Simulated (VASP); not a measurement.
An input for Quantum ESPRESSO's pw.x (written as the equivalent of a VASP run, and not itself run):

```
&CONTROL
  calculation = 'relax'
  pseudo_dir = './pseudo'
  outdir = './out'
  tprnfor = .true.
  tstress = .true.
  nstep = 30
  forc_conv_thr = 3.9e-05
/
&SYSTEM
  ibrav = 0
  nat = 3
  ntyp = 1
  ecutwfc = 86
  occupations = 'smearing'
  smearing = 'gaussian'
  degauss = 0.003675
  input_dft = 'pz'
/
&ELECTRONS
  conv_thr = 7.3e-10
  electron_maxstep = 100
/
&IONS
/
ATOMIC_SPECIES
  Se 78.971 Se.upf
CELL_PARAMETERS angstrom
     3.9593724    0.0000000   -0.0000000
    -1.9796862    3.4289174    0.0000000
    -0.0000000    0.0000000    5.1177172
ATOMIC_POSITIONS crystal
  Se   0.2548932  0.0000000  0.3333330
  Se   1.0000000  0.2548932  0.6666670
  Se   0.7451068  0.7451068  0.0000000
K_POINTS automatic
  6 6 4 0 0 0
```

### Question
Translate this input to VASP (INCAR, KPOINTS, POSCAR, choice of POTCAR).

### Answer
One answer among several that fit: 
File KPOINTS:
```
Automatic mesh
0
gamma
6 6 4
0 0 0
```

**INCAR**
```
! general
SYSTEM =Se
PREC   =Accurate
ENCUT  =400
LREAL  =.FALSE.
LASPH  =.TRUE.

! electronic loop
EDIFF  =1E-8
NELM   =100
ALGO   =Normal
LMAXMIX=4

! smearing
ISMEAR =0
SIGMA  =0.05

! ions
IBRION =1
NSW    =30
ISIF   =2
EDIFFG =-0.001

! output
LWAVE  =.FALSE.
LCHARG =.FALSE.
```

POSCAR:
```
Se
1
    3.9593724411     0.0000000000    -0.0000000000
   -1.9796862206     3.4289174051     0.0000000000
   -0.0000000000     0.0000000000     5.1177172092
Se
3
Direct
  0.2548932198   0.0000000000   0.3333330000
  1.0000000000   0.2548932198   0.6666670000
  0.7451067802   0.7451067802   0.0000000000
```

POTCAR, in this order: Se (LDA.64 set). Program: vasp_std.

What does not carry over: the potentials are each code's own (VASP's PAW set, PseudoDojo norm-conserving files in pw.x), so ENCUT and ecutwfc are chosen apart and not converted; conv_thr bounds pw.x's estimated SCF error, while EDIFF bounds the energy change between steps; forc_conv_thr acts on force components and is met together with etot_conv_thr.

The structure comes from a computed database's Se entry (P3_121); how it stands against other phases isn't given here. This run relaxes the ions in a fixed cell. Symmetry was kept, so distortions that lower it aren't found. The start is the result of an earlier pass.
